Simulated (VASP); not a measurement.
Write the native input for VASP 6.6.1 that does the following.

| Item | Value |
| --- | --- |
| Task | single point |
| Functional | LDA |
| Potentials or basis | VASP PAW LDA potentials, release 64 (Be, Cl) |
| Cutoff | 520 eV |
| k mesh | 4 × 3 × 1 |
| Occupations | gaussian, width 0.1 eV |
| Spin | no spin polarisation |
| Dipole correction | no |
| Further INCAR settings | LREAL = Auto; ALGO = Normal; EDIFF = 1e-07; NBANDS = 36 |

The structure of Be18Cl lies in POSCAR:

```
Be18Cl
1.0
    4.5800000000      0.0000000000      0.0000000000
    3.4350000000      5.9495950000      0.0000000000
    0.0000000000      0.0000000000     15.5884300000
Be Cl
18 1
Direct
    0.0000000000      0.0000000000      0.0641500780
    0.5000000000      0.0000000000      0.0641500780
    0.0000000420      0.3333332773      0.0641500780
    0.5000000420      0.3333332773      0.0641500780
   -0.0000000420      0.6666667227      0.0641500780
    0.4999999580      0.6666667227      0.0641500780
   -0.1693508425      0.2264293620      0.1805259414
    0.3383472920      0.2199692584      0.1800796488
   -0.1621463585      0.5579322626      0.1817125907
    0.3207069745      0.5542713412      0.1809867960
   -0.1688909031      0.8888344501      0.1754638536
    0.3263819618      0.8989632067      0.1760107978
    0.0012373197     -0.0082940099      0.2875794419
    0.5089757691     -0.0196381434      0.2908251825
   -0.0149274025      0.3367550228      0.2961763949
    0.5002895399      0.3443449512      0.2966655398
   -0.0101575250      0.6813934394      0.2909591280
    0.4885711271      0.6734192832      0.2900570487
    0.2691578849      0.3040191811      0.4027404941
```

The cell was built by a generator and needn't be a form met in nature.

One way to write it, as run:

INCAR

```
  PREC = Accurate
  ENCUT = 520
  EDIFF = 1E-7
  ISMEAR = 0
  SIGMA = 0.1
  LREAL = Auto
  LASPH = True
  NELM = 100
  ALGO = Normal
  ISIF = 2
  LWAVE = False
  LCHARG = False
  GGA = CA
  NBANDS = 36
```

KPOINTS

```
Automatic mesh
0
Gamma
  4 3 1
```

Potentials or basis: VASP PAW LDA potentials, release 64 (Be, Cl).

Run with:

```console
$ cat potpaw_LDA.64/Be/POTCAR potpaw_LDA.64/Cl/POTCAR > POTCAR
$ mpirun -np 1 vasp_std > vasp.out
```

Results of the run:

```yaml
Largest_force: 0.270 eV/Å
Band_gap_on_the_k_mesh: none (metal or under the smearing width)
```

Caveat: the k mesh is coarse (spacing up to 0.40 Å⁻¹), so the values aren't converged; an odd number of electrons without spin polarisation forces a metal; a magnetic or distorted state may lie lower.

Run time: 5.9 min on 1 thread of Intel(R) Xeon(R) Platinum 8375C CPU @ 2.90GHz (Ice Lake), with other jobs on the host, peak memory 0.41 GiB.
